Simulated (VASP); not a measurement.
Method: PBE GGA, VASP's PBE PAW potentials (set 64) (plane waves; VASP).

VASP input:

### INCAR
```
EDIFFG=-0.03
LDIPOL=.TRUE.
IDIPOL=3
LREAL=.FALSE.   # projection in real space or not
ALGO=Normal   # blocked Davidson
EDIFF=1E-5   # SCF stop (eV)
PREC=Normal
LCHARG=.FALSE.
NSW=50   # most ionic steps
NELMIN=4
LASPH=.TRUE.   # aspherical one-centre terms
ISMEAR=1   # Methfessel-Paxton
LWAVE=.TRUE.
DIPOL=0.5 0.5 0.5
LMAXMIX=4   # l cut-off of mixed one-centre charges
ISIF=2
SYSTEM=Cu16Cl
ENCUT=400   # plane-wave cut-off (eV)
IBRION=2   # conjugate gradients
SIGMA=0.1   # width (eV)
GGA=PE   # PBE
NELM=100
```

**POSCAR**
```
Cu16Cl
1
    5.1357214723     0.0000000000     0.0000000000
    2.5678602332     4.4476652414     0.0000000000
    0.0000000000     0.0000000000    20.3733409520
Cu Cl
16 1
Direct
  0.0000000000   0.0000000000   0.3456330000
  0.5000000000   0.0000000000   0.3456330000
  0.0000000000   0.5000000000   0.3456330000
  0.5000000000   0.5000000000   0.3456330000
  0.1666670000   0.1666670000   0.4485440000
  0.6666670000   0.1666670000   0.4485440000
  0.1666670000   0.6666670000   0.4485440000
  0.6666670000   0.6666670000   0.4485440000
 -0.1666670000   0.3333330000   0.5514560000
  0.3333330000   0.3333330000   0.5514560000
 -0.1666670000   0.8333330000   0.5514560000
  0.3333330000   0.8333330000   0.5514560000
  0.0000000000   0.0000000000   0.6543670000
  0.5000000000   0.0000000000   0.6543670000
  0.0000000000   0.5000000000   0.6543670000
  0.5000000000   0.5000000000   0.6543670000
  0.3333330000   0.3333330000   0.7236910000
```

KPOINTS:
```
Automatic mesh
0
Gamma
6 6 1
0 0 0
```

POTCAR, in this order: Cu Cl (PBE.64 set). Program: vasp_std.

Problem. What will the output report for the number of irreducible k-points (NKPTS), largest plane-wave count, number of space-group operations, FFT grid (NGX, NGY, NGZ)?

Solution. 
```json
{
 "number of irreducible k-points (NKPTS)": "7",
 "largest_plane_wave_count": "8497",
 "number_of_space_group_operations": "6",
 "FFT grid (NGX, NGY, NGZ)": "28 × 28 × 100"
}
```

The cell is a thin slab with vacuum, built from Cu (fcc): (111) face, Cl adsorbed.
